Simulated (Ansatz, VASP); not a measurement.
# Cross-check of NiGe between VASP and Ansatz, part 2 of 2

Aim: how closely do two programs agree when they are given the same cell, functional and k mesh? The cell is taken from a series of VASP runs on this material, whose earlier steps may have relaxed, scaled or displaced it; both programs get it as it stands.

VASP 6.6.1 and Ansatz 0.2.0.

So far: The starting structure; Ansatz: relaxation of cell and atoms, RPBE.

## (3) VASP: relaxation of cell and atoms, RPBE

Level of this step: RPBE, spin-polarised from a ferromagnetic start; plane waves and PAW (Ge_d, Ni) (VASP).

The same cell, functional, mesh and smearing now go to VASP, with its own data sets and cutoff.

Lines of VASP's logs that name or quote its potential files are left out, and so is its time.

File INCAR:

```
SYSTEM = NiGe
PREC = Accurate
ENCUT = 410
EDIFF = 1E-06
NELM = 100
ISMEAR = 0
SIGMA = 0.05
LREAL = .FALSE.
ALGO = Normal
GGA = RP
NBANDS = 63
ISPIN = 2
MAGMOM = 0 0 0 0 1 1 1 1
LMAXMIX = 4
LORBIT = 11
LWAVE = .FALSE.
LCHARG = .FALSE.
KPAR = 4
IBRION = 2
NSW = 60
ISIF = 3
EDIFFG = -0.01
```

File POSCAR:

```
NiGe
1.0
    5.4969531700      0.0000000000      0.0000000000
    0.0000000000      3.4534436400      0.0000000000
    0.0000000000      0.0000000000      5.9147967100
Ge Ni
4 4
Direct
    0.3101856780      0.2500000000      0.9150724780
    0.6898143220      0.7500000000      0.0849275220
    0.1898143220      0.7500000000      0.4150724780
    0.8101856780      0.2500000000      0.5849275220
    0.4952813530      0.2500000000      0.3103518720
    0.5047186470      0.7500000000      0.6896481280
    0.0047186470      0.7500000000      0.8103518720
    0.9952813530      0.2500000000      0.1896481280
```

File KPOINTS:

```
Automatic mesh
0
Gamma
4 7 4
0 0 0
```

The projector-augmented-wave data sets are Ge_d and Ni (PBE family, release 64).

Command:

```
mpirun -np 4 vasp_std
```

Numbers of over 12 decimals in the logs are rounded to 6 here.

The program printed:

```text
[banner, memory and clock lines left out]
running    4 mpi-ranks, on    1 nodes
 distrk:  each k-point on    1 cores,    4 groups
 distr:  one band on    1 cores,    1 groups

 POSCAR found type information on POSCAR GeNi
 POSCAR found :  2 types and       8 ions
|                                                                             |
|               ----> ADVICE to this user running VASP <----                  |
|                                                                             |
|     You enforced a specific xc type in the INCAR file but a different       |
|     [... a line on the potential file left out ...]
|     I HOPE YOU KNOW WHAT YOU ARE DOING!                                     |
|                                                                             |

 LDA part: xc-table for (Slater+PW92), standard interpolation
 POSCAR, INCAR and KPOINTS ok, starting setup
 FFT: planning ... GRIDC
 FFT: planning ... GRID_SOFT
 FFT: planning ... GRID
 WAVECAR not read
 entering main loop
       N       E                     dE             d eps       ncg     rms          rms(c)
DAV:   1     0.948151692198E+03    0.94815E+03   -0.34179E+04 10964   0.352E+03
DAV:   2     0.153121448619E+03   -0.79503E+03   -0.74712E+03  9072   0.865E+02
DAV:   3    -0.291519181476E+02   -0.18227E+03   -0.17388E+03  9156   0.233E+02
DAV:   4    -0.424365913720E+02   -0.13285E+02   -0.13151E+02 10278   0.729E+01
DAV:   5    -0.427292707474E+02   -0.29268E+00   -0.29249E+00 10097   0.123E+01    0.229E+01
DAV:   6    -0.513753901682E+02   -0.86461E+01   -0.63468E+01 11149   0.844E+01    0.335E+01
DAV:   7    -0.387706551002E+02    0.12605E+02   -0.24935E+01 10116   0.570E+01    0.422E+00
DAV:   8    -0.388122950854E+02   -0.41640E-01   -0.28176E+00 11345   0.121E+01    0.331E+00
DAV:   9    -0.387360568378E+02    0.76238E-01   -0.51563E-01 11072   0.625E+00    0.703E-01
DAV:  10    -0.387390177969E+02   -0.29610E-02   -0.35554E-02 10107   0.182E+00    0.418E-01
DAV:  11    -0.387390583420E+02   -0.40545E-04   -0.30098E-03 11349   0.415E-01    0.199E-01
DAV:  12    -0.387391898220E+02   -0.13148E-03   -0.89113E-04 11630   0.266E-01    0.127E-01
DAV:  13    -0.387391976740E+02   -0.78520E-05   -0.21228E-04 10100   0.138E-01    0.490E-02
DAV:  14    -0.387391965868E+02    0.10872E-05   -0.39702E-05 11581   0.503E-02    0.120E-02
DAV:  15    -0.387391964547E+02    0.13210E-06   -0.65144E-06  8915   0.138E-02
   1 F= -.38739196E+02 E0= -.38738017E+02  d E =-.387392E+02  mag=     0.0001
 curvature:   0.00 expect dE= 0.000E+00 dE for cont linesearch  0.000E+00
 trial: gam= 0.00000 g(F)=  0.105E-04 g(S)=  0.650E-05 ort = 0.000E+00 (trialstep = 0.100E+01)
 search vector abs. value=  0.170E-04
 reached required accuracy - stopping structural energy minimisation
```

OUTCAR, selected parts (step 3):

```text
ion  position               nearest neighbor table
   1  0.310  0.250  0.915-   8 2.37   6 2.43   6 2.43   7 2.49   7 2.49   5 2.55   2 2.89   2 2.89

  LATTYP: Found a simple orthorhombic cell.
 ALAT       =     3.4534436400
 B/A-ratio  =     1.5917309628
 C/A-ratio  =     1.7127242621

 Subroutine GETGRP returns: Found  8 space group operations
 (whereof  2 operations were pure point group operations)

The static configuration has the point symmetry S_2 .
 The point group associated with its full space group is D_2h.

 Found     36 irreducible k-points:

   k-points           NKPTS =     36   k-points in BZ     NKDIM =     36   number of bands    NBANDS=     63

   dimension x,y,z NGX =    36 NGY =   24 NGZ =   40
   dimension x,y,z NGXF=    72 NGYF=   48 NGZF=   80

   ENCUT  =  410.0 eV  30.13 Ry    5.49 a.u.   9.08  5.70  9.77*2*pi/ulx,y,z

   NELECT =      96.0000    total number of electrons

 k-points in reciprocal lattice and weights: Automatic mesh
   0.00000000  0.00000000  0.00000000       0.009
   0.25000000  0.00000000  0.00000000       0.018
   0.50000000  0.00000000  0.00000000       0.009
   0.00000000  0.14285714  0.00000000       0.018
   0.25000000  0.14285714  0.00000000       0.036
   0.50000000  0.14285714  0.00000000       0.018
   0.00000000  0.28571429  0.00000000       0.018
   0.25000000  0.28571429  0.00000000       0.036
   0.50000000  0.28571429  0.00000000       0.018
[...]
0.25000000  0.42857143  0.50000000       0.036
   0.50000000  0.42857143  0.50000000       0.018

 average (electrostatic) potential at core
       1 -71.0691       2 -71.0691       3 -71.0691       4 -71.0691       5 -83.3515
       6 -83.3515       7 -83.3515       8 -83.3515

 E-fermi :   8.4011

 spin component 1
 k-point     1 :       0.0000    0.0000    0.0000
  band No.  band energies     occupation
    ...
     44       6.8421      1.00000
     45       6.8631      1.00000
     46       7.4161      1.00000
     47       7.5921      1.00000
     48       7.9721      1.00000
     49       8.9377      0.00000
     50       9.1262      0.00000
     51      12.4911      0.00000
     52      12.5507      0.00000
     53      12.8309      0.00000
    ...

 k-point     2 :       0.2500    0.0000    0.0000
  band No.  band energies     occupation
    ...
     43       6.8601      1.00000
     44       6.8628      1.00000
     45       6.9066      1.00000
     46       7.1792      1.00000
     47       7.8055      1.00000
     48       8.6928      0.00000
     49       9.6688      0.00000
     50      10.4440      0.00000
     51      11.6070      0.00000
     52      11.7979      0.00000
    ...

 k-point     3 :       0.5000    0.0000    0.0000
  band No.  band energies     occupation
    ...
     42       6.5581      1.00000
     43       6.8967      1.00000
     44       6.8967      1.00000
     45       6.9594      1.00000
     46       6.9594      1.00000
     47       9.0093      0.00000
     48       9.0093      0.00000
     49      10.1392      0.00000
     50      10.1392      0.00000
     51      11.4212      0.00000
    ...

 k-point     4 :       0.0000    0.1429    0.0000
  band No.  band energies     occupation
    ...
     44       6.9265      1.00000
     45       7.2009      1.00000
     46       7.3757      1.00000
     47       7.4674      1.00000
     48       7.6690      1.00000
     49       9.1345      0.00000
     50       9.3276      0.00000
     51      10.4145      0.00000
     52      10.9066      0.00000
     53      11.8866      0.00000
    ...

 k-point     5 :       0.2500    0.1429    0.0000
  band No.  band energies     occupation
    ...
     44       6.9454      1.00000
     45       7.1714      1.00000
     46       7.2220      1.00000
     47       7.6967      1.00000
     48       7.8743      1.00000
     49       9.6741      0.00000
     50      10.1828      0.00000
     51      10.7340      0.00000
     52      11.0926      0.00000
     53      11.4605      0.00000
    ...

 k-point     6 :       0.5000    0.1429    0.0000
  band No.  band energies     occupation
    ...
     42       6.5814      1.00000
     43       6.9082      1.00000
     44       6.9082      1.00000
     45       7.0842      1.00000
     46       7.0842      1.00000
     47       8.6130      0.00000
     48       8.6130      0.00000
     49       9.2110      0.00000
     50       9.2110      0.00000
     51      11.5010      0.00000
    ...

  Total       -0.0234803     -0.0160356     -0.0163977      0.0000000      0.0000000      0.0000000
  in kB       -0.3350427     -0.2288135     -0.2339809      0.0000000      0.0000000      0.0000000
  external PRESSURE =      -0.2659457 kB  Pullay stress =       0.0000000 kB

  energy-cutoff  :      410.00
  volume of cell :      112.28
      direct lattice vectors                 reciprocal lattice vectors
     5.496953170  0.000000000  0.000000000     0.181918959  0.000000000  0.000000000
     0.000000000  3.453443640  0.000000000     0.000000000  0.289566040  0.000000000
     0.000000000  0.000000000  5.914796710     0.000000000  0.000000000  0.169067518

 POSITION                                       TOTAL-FORCE (eV/Angst)
 -----------------------------------------------------------------------------------
      1.70508      0.86336      5.41247        -0.005986      0.000000      0.001421
      3.79188      2.59008      0.50233         0.005986      0.000000     -0.001421
      1.04340      2.59008      2.45507         0.005986      0.000000      0.001421
      4.45355      0.86336      3.45973        -0.005986      0.000000     -0.001421
      2.72254      0.86336      1.83567        -0.002254     -0.000000      0.003357
      2.77441      2.59008      4.07913         0.002254     -0.000000     -0.003357
      0.02594      2.59008      4.79307         0.002254     -0.000000      0.003357
      5.47101      0.86336      1.12173        -0.002254      0.000000     -0.003357
 -----------------------------------------------------------------------------------
    total drift:                                0.000000      0.000000     -0.000000

  FREE ENERGIE OF THE ION-ELECTRON SYSTEM (eV)
  ---------------------------------------------------
  free  energy   TOTEN  =       -38.7391964547 eV

  energy  without entropy=      -38.7368373368  energy(sigma->0) =      -38.73801690

 reached required accuracy - stopping structural energy minimisation

 total charge
# of ion       s       p       d       tot
------------------------------------------
    1        1.145   1.147  10.070  12.363
    2        1.145   1.147  10.070  12.363
    3        1.145   1.147  10.070  12.363
    4        1.145   1.147  10.070  12.363
    5        0.436   0.486   8.419   9.342
    6        0.436   0.486   8.419   9.342
    7        0.436   0.486   8.419   9.342
    8        0.436   0.486   8.419   9.342
--------------------------------------------------
tot          6.327   6.534  73.956  86.818

 magnetization (x)
# of ion       s       p       d       tot
------------------------------------------
    1        0.000   0.000   0.000   0.000
    2        0.000   0.000   0.000   0.000
    3        0.000   0.000   0.000   0.000
    4        0.000   0.000   0.000   0.000
    5       -0.000   0.000  -0.000  -0.000
    6       -0.000   0.000  -0.000  -0.000
    7       -0.000   0.000  -0.000  -0.000
    8       -0.000   0.000  -0.000  -0.000
--------------------------------------------------
tot          0.000   0.000  -0.000  -0.000

[... 6 further parts left out ...]
```

CONTCAR:

```
NiGe
   1.00000000000000
     5.4969531700000003    0.0000000000000000    0.0000000000000000
     0.0000000000000000    3.4534436400000001    0.0000000000000000
     0.0000000000000000    0.0000000000000000    5.9147967100000001
  Ge              Ni
     4     4
Direct
     0.3101856780000034    0.2500000000000000    0.9150724779999990
     0.6898143219999966    0.7500000000000000    0.0849275220000010
     0.1898143219999966    0.7500000000000000    0.4150724779999990
     0.8101856780000034    0.2500000000000000    0.5849275220000010
     0.4952813530000029    0.2500000000000000    0.3103518719999983
     0.5047186469999971    0.7500000000000000    0.6896481280000017
     0.0047186469999971    0.7500000000000000    0.8103518719999983
     0.9952813530000029    0.2500000000000000    0.1896481280000017
```

The moments of VASP's start collapse, so its state is non-magnetic. The run keeps the 8 symmetry operations of its start, so it cannot find a distortion of lower symmetry.

## (4) Differences

Known differences besides the potentials themselves: both relaxations stop at a tolerance, which leaves soft axes loose, and VASP keeps its plane-wave basis; the data sets hold 128 valence electrons in Ansatz (default PAW (the set named soft_2) files) and 96 in VASP; the cutoff is 420 eV in Ansatz and 410 eV in VASP; Ansatz makes its cores anew for this functional, VASP keeps those of its PBE data sets; VASP leaves aspherical gradient terms in its spheres out (LASPH is not set), Ansatz keeps them; Ansatz adds a Pulay correction to the stress that steers its cell, VASP none. Total energies have different zeros and are not compared.

Compared:

```csv
quantity,Ansatz,VASP,difference
volume (Å³),112.53,112.28,+0.22 %
"edge a after relaxation, in the typed setting (Å)",5.496,5.497,-0.01 %
"edge b after relaxation, in the typed setting (Å)",3.458,3.453,+0.14 %
"edge c after relaxation, in the typed setting (Å)",5.920,5.915,+0.10 %
```

The walks stopped with -0.01 GPa left in Ansatz and -0.03 GPa in VASP; each walk ends within a tolerance, so the volume difference is uncertain by about these residues over the bulk modulus, most in soft cells.

## (5) What came out

```yaml
difference_in_volume_relaxation_of_cell_and_atoms_rpbe: 0.22 %
```

**Reading.** The difference in volume is 0.22 % (relaxation of cell and atoms, RPBE), within the 1.2 % picked in this series as the mark of a large difference, as far as the stopping tolerances let one tell. Such differences can come from data sets, numerical settings and the points named under the comparisons, not from the functional's error against experiment.

[Lines on the potential files, build, host, timing and source positions are cut from VASP's logs without a mark.]

[Logs are printed without paths, hosts, clocks, repeated set-up lines and the standing remarks that a program may print on its own settings, such as how far it seeks lower states.]

[Hosts, paths, dates, database ids (printed as entryN), source tags and the programs' standing remarks are cut or masked in the printed files.]
